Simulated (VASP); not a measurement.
Level of theory: PBE GGA, VASP's PBE PAW potentials (set 64) (plane waves; VASP).

The input files of a VASP run:

File POSCAR:
```
Ge
1
    0.0000000000     2.8743122363     2.8743122363
    2.8743122363     0.0000000000     2.8743122363
    2.8743122363     2.8743122363     0.0000000000
Ge
2
Direct
  0.0000000000   0.0000000000   0.0000000000
  0.2500000000   0.2500000000   0.2500000000
```

**KPOINTS**
```
Automatic mesh
0
Gamma
10 10 10
0 0 0
```

### INCAR
```
ALGO  =  Normal
EDIFF  =  1E-7
EDIFFG  =  -0.01
ENCUT  =  480
GGA  =  PE
IBRION  =  2
ISIF  =  3
ISMEAR  =  1
LASPH  =  .TRUE.
LCHARG  =  .FALSE.
LMAXMIX  =  4
LREAL  =  .FALSE.
LWAVE  =  .FALSE.
NELM  =  100
NSW  =  40
PREC  =  Accurate
PSTRESS  =  100
SIGMA  =  0.1
SYSTEM  =  Ge
```

POTCAR, in this order: Ge_d (PBE.64 set). Program: vasp_std.

**Question.** What will the output report for the number of irreducible k-points (NKPTS), number of bands (NBANDS), largest plane-wave count, number of space-group operations, FFT grid (NGX, NGY, NGZ)?

**Answer.** 
The number of irreducible k-points (NKPTS) is 47, the number of bands (NBANDS) is 18 and the largest plane-wave count comes out as 1158. The number of space-group operations comes out as 48. The FFT grid (NGX, NGY, NGZ) is 30 × 30 × 30.

The compound is Ge in the diamond structure. This run relaxes it under an external pressure of 10 GPa. Symmetry was kept, so distortions that lower it aren't found.
